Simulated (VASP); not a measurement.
A VASP calculation is set up with these files.

**INCAR**
```
# general
SYSTEM  = VN
PREC    = Accurate
ENCUT   = 520   # plane-wave cut-off (eV)
LREAL   = F
LASPH   = T   # aspherical one-centre terms

# electronic loop
EDIFF   = 1E-5   # SCF stop (eV)
NELM    = 100   # most electronic steps
ALGO    = Normal
LMAXMIX = 4   # l cut-off of mixed one-centre charges

# smearing
ISMEAR  = 1   # Methfessel-Paxton
SIGMA   = 0.1   # width (eV)

# functional
GGA     = PE

# ions
ISIF    = 2

# output
LWAVE   = F
LCHARG  = F
```

### KPOINTS
```
K-points
0
Gamma
14 14 14
0 0 0
```

File POSCAR:
```
VN
1
    0.0000000000     2.1314180000     2.0448340000
    2.0216050000     0.0000000000     2.0448340000
    2.0216050000     2.1314180000     0.0000000000
V N
1 1
Direct
  0.0000000000   0.0000000000   0.0000000000
  0.4764940000   0.5235060000   0.5235060000
```

POTCAR, in this order: V_sv N (PBE.64 set). Program: vasp_std.

Question: Translate this PBE calculation to Quantum ESPRESSO's pw.x.

Answer: One equivalent input (not run):
```
&CONTROL
  calculation = 'scf'
  pseudo_dir = './pseudo'
  outdir = './out'
  tprnfor = .true.
  tstress = .true.
/
&SYSTEM
  ibrav = 0
  nat = 2
  ntyp = 2
  ecutwfc = 84
  occupations = 'smearing'
  smearing = 'methfessel-paxton'
  degauss = 0.00735
  input_dft = 'pbe'
/
&ELECTRONS
  conv_thr = 7.3e-07
  electron_maxstep = 100
/
ATOMIC_SPECIES
  V 50.941 V.upf
  N 14.007 N.upf
CELL_PARAMETERS angstrom
     0.0000000    2.1314180    2.0448340
     2.0216050    0.0000000    2.0448340
     2.0216050    2.1314180    0.0000000
ATOMIC_POSITIONS crystal
  V    0.0000000  0.0000000  0.0000000
  N    0.4764940  0.5235060  0.5235060
K_POINTS automatic
  14 14 14 0 0 0
```
What does not carry over: the potentials are each code's own (VASP's PAW set, PseudoDojo norm-conserving files in pw.x), so ENCUT and ecutwfc are chosen apart and not converted; conv_thr bounds pw.x's estimated SCF error, while EDIFF bounds the energy change between steps.

The compound is VN in the rock salt structure, which distorts at low temperature. The cell was not relaxed at this level, atoms are displaced from their ideal sites. The run is one of a series of settings (EDIFF = 1E-5 against the base run), some of them coarse on purpose.
